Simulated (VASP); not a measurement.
Data:

```yaml
crystal:
  lattice:
    - [-3.65117, 3.65117, 3.20607]
    - [3.65117, -3.65117, 3.20607]
    - [3.65117, 3.65117, -3.20607]
  atoms:
    - { symbol: V, position: [0.25000, 0.75000, 0.50000] }
    - { symbol: V, position: [0.50000, 0.50000, 0.00000] }
    - { symbol: Bi, position: [0.00000, 0.00000, 0.00000] }
    - { symbol: Bi, position: [0.75000, 0.25000, 0.50000] }
    - { symbol: O, position: [0.67033, 0.48888, 0.81855] }
    - { symbol: O, position: [0.23888, 0.92033, 0.31855] }
    - { symbol: O, position: [0.67033, 0.85178, 0.18145] }
    - { symbol: O, position: [0.60178, 0.92033, 0.68145] }
    - { symbol: O, position: [0.07967, 0.39822, 0.31855] }
    - { symbol: O, position: [0.51112, 0.32967, 0.18145] }
    - { symbol: O, position: [0.07967, 0.76112, 0.68145] }
    - { symbol: O, position: [0.14822, 0.32967, 0.81855] }
```

These are PBEsol GGA, VASP's PBE PAW potentials (set 64) (plane waves; VASP) values and carry that method's errors. Run with 520 eV cut-off, 5×5×5 Γ-centred mesh, tetrahedra with Blöchl corrections, potentials V_sv Bi_d O.

Problem. Predict the energy per atom (σ→0).

Solution. 
The energy per atom (σ→0) is -7.799 eV/atom.

Only differences to runs with the same potentials and settings are physical.

The structure comes from a computed database's VBiO4 entry (I4_1/amd); how it stands against other phases isn't given here. It was relaxed first. The run is not spin-polarised, so no magnetic state was tried.
